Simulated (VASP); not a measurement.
Here is the system:

```yaml
crystal:
  lattice:
    - [4.05694, 0.00000, 0.00000]
    - [-2.02847, 3.51341, 0.00000]
    - [0.00000, 0.00000, 4.75099]
  atoms:
    - { symbol: Rh, position: [0.33333, 0.66667, 0.93752] }
    - { symbol: Rh, position: [0.66667, 0.33333, 0.43752] }
    - { symbol: Si, position: [0.33333, 0.66667, 0.43748] }
    - { symbol: Si, position: [0.66667, 0.33333, 0.93748] }
```

Calculation: PBEsol GGA, VASP's PBE PAW potentials (set 64) (plane waves; VASP). Run with 400 eV cut-off, Gaussian smearing of 0.050 eV, potentials Rh_pv Si.

Q: Give the energies of bands 9 to 22 at the high-symmetry points, in eV from the Fermi level.

A: 
```
band      Γ      M      K      A      L      H
----  -----  -----  -----  -----  -----  -----
9     -4.32  -4.88  -4.28  -4.76  -5.82  -5.78
10    -4.32  -4.32  -3.92  -4.76  -5.82  -5.78
11    -4.17  -3.88  -3.87  -4.70  -4.16  -4.22
12    -4.17  -3.65  -3.87  -4.70  -4.16  -4.22
13    -3.53  -3.57  -3.72  -4.70  -3.94  -3.91
14    -3.45  -3.54  -3.72  -4.70  -3.94  -3.91
15    -3.45  -2.91  -3.29  -1.93  -2.29  -3.01
16    -3.10  -2.66  -2.49  -1.93  -2.29  -3.01
17    -1.71  -1.88  -1.95  -1.93  -2.23  -1.17
18    -1.71  -1.36  -1.95  -1.93  -2.23  -1.17
19     1.15  -0.76  -1.25   3.63  -0.49  -0.44
20     2.90   0.65   1.03   3.63  -0.49  -0.44
21     2.90   0.77   1.44   4.39   1.91   0.17
22     3.36   1.84   1.44   4.39   1.91   0.17
```

It has no gap at this level: it comes out as a metal or semimetal.

The structure was generated: RhSi was put into the wurtzite type (P6_3mc), which need not be its known phase. It was relaxed first, which changed the volume by -32 %. The relaxed cell has space group P6_3/mmc.
